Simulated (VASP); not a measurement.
```
CELL_PARAMETERS angstrom
      3.50091     0.00000     0.00000
      0.00000     3.50091     0.00000
      0.00000     0.00000     3.50091
ATOMIC_POSITIONS crystal
  Si 0.00000 0.00000 0.00000
  Ni 0.00000 0.50000 0.50000
  Ni 0.50000 0.00000 0.50000
  Ni 0.50000 0.50000 0.00000
```

All values below come from PBE GGA with D3 dispersion (zero damping), VASP's PBE PAW potentials (set 64) (plane waves; VASP 6.6.1). Numerical set-up: 520 eV cut-off, 9×9×9 Γ-centred mesh, first-order Methfessel-Paxton smearing of 0.10 eV, potentials Si Ni.

Task: Give the stress tensor in GPa (positive for a compressed cell).

Result: 
```
-6.49   0.00   0.00
 0.00  -6.49   0.00
 0.00   0.00  -6.49
```
The pressure is its mean diagonal, -6.49 GPa.

The compound is Ni3Si in the L1_2 structure. This cell is one point of a volume scan, at 1.03 of the reference volume. The run is not spin-polarised, so no magnetic state was tried.
